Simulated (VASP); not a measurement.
```xyz
2
Lattice="0.0000 2.1144 2.1144 2.1144 0.0000 2.1144 2.1144 2.1144 0.0000" Properties=species:S:1:pos:R:3 pbc="T T T"
C      0.0000     0.0000     0.0000
Rh     2.1144     2.1144     2.1144
```

These are PBE GGA, VASP's PBE PAW potentials (set 64) (plane waves; VASP) values and carry that method's errors. Numerical set-up: 400 eV cut-off, 9×9×9 Γ-centred mesh, Fermi-Dirac smearing of 0.10 eV, potentials C Rh_pv.

Question: Give the energies of bands 5 to 12 at the high-symmetry points, in eV from the Fermi level.

Answer: 
```
band      Γ      X      U      L      W
----  -----  -----  -----  -----  -----
5     -4.03  -6.04  -6.82  -9.10  -6.26
6     -4.03  -5.63  -6.04  -6.88  -6.21
7     -4.03  -2.13  -5.33  -6.88  -6.21
8     -3.19  -2.06  -2.15  -1.77  -1.11
9     -3.19  -2.06  -1.52  -1.77  -0.77
10    -0.23  -1.11  -0.17   0.28  -0.77
11    -0.23  -1.11   2.12   6.19   1.57
12    -0.23   2.47   2.49   6.19   1.77
```

It has no gap at this level: it comes out as a metal or semimetal.

The structure was generated: RhC was put into an ordered model structure, which need not be its known phase. The cell was not relaxed at this level. The electron count is odd and the run is not spin-polarised, which forces a metal.
